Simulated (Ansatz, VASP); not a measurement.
# Cross-check of HfO2 between VASP and Ansatz, part 2 of 2

One calculation is typed for both programs; each brings its own data sets. How far apart do they land? The structure shown is the end of the Ansatz relaxation below.

VASP 6.6.1 and Ansatz 0.2.0.

So far. Step 3 (VASP: single point, LDA, pair 1): The run ends at a pressure of 4.21 GPa.

## (6) VASP: single point, LDA, pair 2

Level of this step: LDA; plane waves and PAW (O, Hf_pv) (VASP).

The same cell, functional (in two slightly different forms) and mesh now go to VASP, with its own data sets.

Input file INCAR:

```
SYSTEM = HfO2
PREC = Accurate
ENCUT = 600
EDIFF = 1E-06
NELM = 120
ISMEAR = 0
SIGMA = 0.01
LREAL = .FALSE.
ALGO = Normal
GGA = CA
NBANDS = 17
LASPH = .TRUE.
LORBIT = 11
LWAVE = .FALSE.
LCHARG = .FALSE.
ISIF = 2
GGA_COMPAT = .FALSE.
EFERMI = MIDGAP
KPAR = 2
```

Input file POSCAR:

```
HfO2
1.0
    0.0000000000      2.5050955104      2.4758575867
    2.5050955104      0.0000000000      2.4758575867
    2.5050955104      2.5050955104      0.0000000000
O Hf
2 1
Direct
    0.2500000000      0.2500000000      0.2500000000
    0.7500000000      0.7500000000      0.7500000000
    0.0000000000      0.0000000000      0.0000000000
```

Input file KPOINTS:

```
Automatic mesh
0
Gamma
8 8 8
0 0 0
```

Potentials, in the order of the species: O and Hf_pv (LDA family, release 64).

Started as:

```sh
$ mpirun -np 2 vasp_std
```

Numbers of over 12 decimals in the logs are rounded to 6 here.

Output:

```text
[... set-up lines as in an earlier step ...]
 entering main loop
       N       E                     dE             d eps       ncg     rms          rms(c)
DAV:   1     0.939497020198E+02    0.93950E+02   -0.13800E+04  2014   0.144E+03
DAV:   2    -0.350048592320E+02   -0.12895E+03   -0.12526E+03  2634   0.311E+02
DAV:   3    -0.386403405649E+02   -0.36355E+01   -0.36266E+01  2344   0.469E+01
DAV:   4    -0.386603047117E+02   -0.19964E-01   -0.19958E-01  2633   0.378E+00
[...]
DAV:  10    -0.330722255112E+02    0.32320E-03   -0.21923E-03  2484   0.365E-01    0.694E-02
DAV:  11    -0.330722185289E+02    0.69823E-05   -0.12198E-04  2396   0.902E-02    0.581E-02
DAV:  12    -0.330722191347E+02   -0.60588E-06   -0.61334E-06  2505   0.196E-02
   1 F= -.33072219E+02 E0= -.33072219E+02  d E =0.000000E+00
```

From OUTCAR (step 6):

```text
  Total       -0.7229167     -0.7229167      0.4148700      0.0000000      0.0000000     -0.0000000
  in kB      -37.2730199    -37.2730199     21.3903719      0.0000000      0.0000000     -0.0000000
  external PRESSURE =     -17.7185560 kB  Pullay stress =       0.0000000 kB

 POSITION                                       TOTAL-FORCE (eV/Angst)
 -----------------------------------------------------------------------------------
      1.25255      1.25255      1.23793        -0.000000     -0.000000      0.000000
      3.75764      3.75764      3.71379        -0.000000      0.000000      0.000000
      0.00000      0.00000      0.00000         0.000000     -0.000000      0.000000
 -----------------------------------------------------------------------------------
    total drift:                                0.000000      0.000000      0.000000

  FREE ENERGIE OF THE ION-ELECTRON SYSTEM (eV)
  ---------------------------------------------------
  free  energy   TOTEN  =       -33.0722191347 eV

  energy  without entropy=      -33.0722191347  energy(sigma->0) =      -33.07221913

[... 1 part as in an earlier step ...]

[... 2 further parts left out ...]
[key lines of the parts left out:]
E-fermi :   6.3773
```

The run ends at a pressure of -1.77 GPa.

## (7) Differences

What differs besides the data sets and the points named for the pairs above, as far as they apply: the data sets hold 38 valence electrons in Ansatz (on its PAW soft_1 files) and 22 in VASP. Total energies have different zeros and are not compared.

Both answers:

```csv
quantity,Ansatz,VASP,difference
pressure (GPa),1.92,-1.77,+3.69
gap on the k mesh (eV),3.584,3.623,-0.039
```

A gap on the mesh is an upper bound, since the band edges may lie between its points; neither run holds spin-orbit coupling, which can move the band edges of a compound of Hf.

## (8) Ansatz: relaxation, LDA

This run makes the geometry at which the two programs are then compared. The cell compared in this pair holds 30.87 Å³, against 31.07 Å³ for the pair before.

The structure compared here is the end of the Ansatz relaxation.

Input file input.yaml:

```yaml
crystal:
  lattice:
    - [0.0, 2.5050955104, 2.4508489242]
    - [2.5050955104, 0.0, 2.4508489242]
    - [2.5050955104, 2.5050955104, 0.0]
  atoms:
    - { symbol: O, position: [0.25, 0.25, 0.25] }
    - { symbol: O, position: [0.75, 0.75, 0.75] }
    - { symbol: Hf, position: [0.0, 0.0, 0.0] }
  conventional_axes: [[-1, 1, 1], [1, -1, 1], [1, 1, -1]]
kpoints:
  mp_grid: { grid: [8, 8, 8] }
hamiltonian:
  xc: lda
  pseudopotentials: { kind: paw, azcp: { folder: soft_1 }, xc_functional: pbe }
scf:
  occupations: { method: fixed }
output:
  forces: true
  stress: true
  eigenvalues: true
relax:
  adjacent_minimum: "off"
  f_tol: 0.001
  max_steps: 60
  cell: { stress_tol: 0.01, fix: [c, angles] }
```

Started as:

```sh
$ ansatz run input.yaml --threads 8 --pin off --max-ram 20480MiB --backend cpu --events-out ev --progress --plain --runs-dir out
```

Output:

```text
[...]
Crystal: 3 atoms, lattice volume = 30.761 Å³
Basis set: ecut = 420 eV, 601 PW (Γ)
Bands: 23, of which v1, the nominal top of the filled ones, is band 19 counted from 1 (18 counted from 0)
Symmetry: 16 space group operations
[...]
k-points: 59 of 512
[...]
k-point 58: bands = [... 15 lower, 11.8517, 13.7004, 13.7004, 15.6745, 19.1786, 21.0785, 22.8228, 24.1406]
--- Relaxed structure (4 steps of the walk, 4 accepted, 2 SCFs on fresh bases) ---
[...]
cell:  # Å, volume = 30.8689 Å³
    - [0.0, 2.509500, 2.4508489242]
    - [2.509500, 0, 2.4508489242]
    - [2.509500, 2.509500, 0]
  atoms:
    - { symbol: O, position: [0.25, 0.25, 0.25] }
    - { symbol: O, position: [0.75, 0.75, 0.750000] }
    - { symbol: Hf, position: [0, 0, 0] }
[key lines of the parts left out:]
SCF converged after 6 iterations
Free energy (F): -16593.597547 eV
Fermi energy:    15.674512 eV
P = ⅓ Tr σ = 3.8964 GPa (38.964 kbar)
```

## (9) VASP: single point, LDA, pair 3

The same cell, functional (in two slightly different forms) and mesh now go to VASP, with its own data sets.

INCAR is that of step 6.

Input file POSCAR:

```
HfO2
1.0
    0.0000000000      2.5095002286      2.4508489242
    2.5095002286      0.0000000000      2.4508489242
    2.5095002286      2.5095002286      0.0000000000
O Hf
2 1
Direct
    0.2500000000      0.2500000000      0.2500000000
    0.7500000000      0.7500000000      0.7500000000
    0.0000000000      0.0000000000      0.0000000000
```

KPOINTS is that of step 6.

Started as:

```sh
$ mpirun -np 2 vasp_std
```

Output:

```text
[... set-up lines as in an earlier step ...]
 entering main loop
       N       E                     dE             d eps       ncg     rms          rms(c)
DAV:   1     0.966593897432E+02    0.96659E+02   -0.13909E+04  2006   0.144E+03
DAV:   2    -0.347919905372E+02   -0.13145E+03   -0.12844E+03  2606   0.313E+02
DAV:   3    -0.386221021474E+02   -0.38301E+01   -0.38193E+01  2403   0.484E+01
DAV:   4    -0.386442620828E+02   -0.22160E-01   -0.22151E-01  2497   0.393E+00
[...]
DAV:  10    -0.330589617823E+02    0.36594E-03   -0.23066E-03  2469   0.375E-01    0.867E-02
DAV:  11    -0.330589569620E+02    0.48203E-05   -0.12443E-04  2394   0.929E-02    0.523E-02
DAV:  12    -0.330589575942E+02   -0.63214E-06   -0.58794E-06  2518   0.193E-02
   1 F= -.33058958E+02 E0= -.33058958E+02  d E =0.000000E+00
```

OUTCAR, selected parts (step 9):

```text
  Total       -0.7352053     -0.7352053      1.5607147      0.0000000      0.0000000      0.0000000
  in kB      -38.1591041    -38.1591041     81.0052328      0.0000000      0.0000000      0.0000000
  external PRESSURE =       1.5623416 kB  Pullay stress =       0.0000000 kB

 POSITION                                       TOTAL-FORCE (eV/Angst)
 -----------------------------------------------------------------------------------
      1.25475      1.25475      1.22542         0.000000      0.000000     -0.000000
      3.76425      3.76425      3.67627        -0.000000     -0.000000      0.000000
      0.00000      0.00000      0.00000        -0.000000      0.000000      0.000000
 -----------------------------------------------------------------------------------
    total drift:                                0.000000      0.000000      0.000000

  FREE ENERGIE OF THE ION-ELECTRON SYSTEM (eV)
  ---------------------------------------------------
  free  energy   TOTEN  =       -33.0589575942 eV

  energy  without entropy=      -33.0589575942  energy(sigma->0) =      -33.05895759

[... 1 part as in an earlier step ...]

[... 2 further parts left out ...]
[key lines of the parts left out:]
E-fermi :   6.4638
```

The run ends at a pressure of 0.16 GPa.

## (10) Comparison

What differs besides the data sets and the points named for the pairs above, as far as they apply: the data sets hold 38 valence electrons in Ansatz (on its PAW soft_1 files) and 22 in VASP. Total energies have different zeros and are not compared.

Both answers:

```csv
quantity,Ansatz,VASP,difference
pressure (GPa),3.90,0.16,+3.74
gap on the k mesh (eV),3.467,3.477,-0.010
```

A gap on the mesh is an upper bound, since the band edges may lie between its points; neither run holds spin-orbit coupling, which can move the band edges of a compound of Hf.

## (11) What came out

```yaml
difference_in_pressure_single_point_lda_pair_1: 3.8 GPa
difference_in_pressure_single_point_lda_pair_2: 3.7 GPa
difference_in_pressure_single_point_lda_pair_3: 3.7 GPa
```

What this shows: The difference in pressure is 3.8 GPa (single point, LDA, pair 1), beyond the 1 GPa picked in this series as the mark of a large difference. The data sets hold unlike numbers of valence electrons (38 in Ansatz and 22 in VASP), so part of the differences comes from the potentials. What causes the difference of the single point, LDA, pair 1 pair stays open here. What causes the difference of the single point, LDA, pair 2 pair stays open here. What causes the difference of the single point, LDA, pair 3 pair stays open here. 5 further runs of this series are not shown here. Such differences can come from data sets, numerical settings and the points named under the comparisons, not from the functional's error against experiment.

[Lines on the potential files, build, host, timing and source positions are cut from VASP's logs without a mark.]

[Logs are printed without paths, hosts, clocks, repeated set-up lines and the standing remarks that a program may print on its own settings, such as how far it seeks lower states.]

[Hosts, paths, dates, database ids (printed as entryN), source tags and the programs' standing remarks are cut or masked in the printed files.]
